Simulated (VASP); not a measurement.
Wanted: the native input for a VASP 6.6.1 run.

```yaml
Task: single point
Functional: PBE
Potentials_or_basis: VASP PAW PBE potentials, release 64 (Pd, Sc_sv, B)
Cutoff: 520 eV
k_mesh: 8 × 8 × 8
Occupations: fermi-dirac, width 0.1 eV
Spin: no spin polarisation
Dipole_correction: no
Further_INCAR_settings: ALGO = Fast; EDIFF = 1e-06; NBANDS = 30
```

The structure of ScBPd3 lies in POSCAR:

```
ScBPd3
1.0
    4.0526300000      0.0000000000      0.0000000000
    0.0000000000      4.0526300000      0.0000000000
    0.0000000000      0.0000000000      4.0526300000
Pd Sc B
3 1 1
Direct
    0.0000000000      0.5000000000      0.5000000000
    0.5000000000      0.0000000000      0.5000000000
    0.5000000000      0.5000000000      0.0000000000
    0.0000000000      0.0000000000      0.0000000000
    0.5000000000      0.5000000000      0.5000000000
```

The cell was built by a generator and needn't be a form met in nature.

These files were run (other wordings do the same):

INCAR

```
ALGO     = Fast           # electronic algorithm
EDIFF    = 1E-6           # SCF threshold, eV
ENCUT    = 520            # plane-wave cutoff, eV
GGA      = PE             # functional
ISIF     = 2              # what is computed and relaxed
ISMEAR   = -1             # smearing method
LASPH    = T              # aspherical terms in the spheres
LCHARG   = F              # write CHGCAR
LREAL    = F              # projectors in reciprocal space
LWAVE    = F              # write WAVECAR
NBANDS   = 30             # bands
NELM     = 60             # most SCF steps
PREC     = Accurate       # precision mode
SIGMA    = 0.1            # smearing width, eV
```

KPOINTS

```
k-points
0
Gamma
  8 8 8
```

Potentials or basis: VASP PAW PBE potentials, release 64 (Pd, Sc_sv, B).

Run with:

```console
$ cat potpaw_PBE.64/Pd/POTCAR potpaw_PBE.64/Sc_sv/POTCAR potpaw_PBE.64/B/POTCAR > POTCAR
$ mpirun -np 1 vasp_std > vasp.out
```

It gave:

```json
{
  "Pressure": "26.4 GPa",
  "Band gap on the k mesh": "none (metal or under the smearing width)"
}
```

Caveat: so large a pressure means that the cell lies far from this level's equilibrium, or that cutoff or potentials fall short.

It took 44 s on 1 thread of Intel(R) Xeon(R) Platinum 8488C (Sapphire Rapids) (shared host), peak memory 0.2 GiB.
